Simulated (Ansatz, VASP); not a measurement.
Two plane-wave programs on BiO4

```
CELL_PARAMETERS angstrom
-2.54964 2.54964 2.54964
2.54964 -2.54964 2.54964
2.54964 2.54964 -2.54964
ATOMIC_POSITIONS crystal
Bi 0.00000 0.00000 0.00000
O 0.00000 0.00000 0.50000
O 0.50000 0.00000 0.00000
O 0.00000 0.50000 0.00000
O 0.50000 0.50000 0.50000
```

Change from the starting cell: species swapped into the Hg4Pt type (Im-3m, No. 229).

Alike in both runs: functional PBE; k mesh 10 × 10 × 10; occupations gaussian, width 0.1 eV; no spin polarisation.

Ansatz relaxed the structure, and its values are those at the end. VASP's run is a single point on that final structure, the one shown.

|  | VASP | Ansatz |
| --- | --- | --- |
| version | VASP 6.6.1 | Ansatz 0.2.0 |
| potentials or method | VASP PAW PBE potentials, release 64 (Bi_d, O) | scalar-relativistic, plane waves, PAW |
| plane-wave cutoff (eV) | 520 | 420 |
| valence electrons in the cell | 39 | 39 |

```tsv
	VASP	Ansatz	Ansatz less VASP
gap on the k mesh at the Fermi level (eV)	none	none	-
pressure (GPa)	0.3	0.0	-0.27
```

A gap of «none» marks a metal or a gap that the smearing closes.

Caveats: spin-orbit coupling is left out, which moves the levels of the heavy elements; an odd number of electrons without spin polarisation forces a metal; a magnetic or distorted state may lie lower.
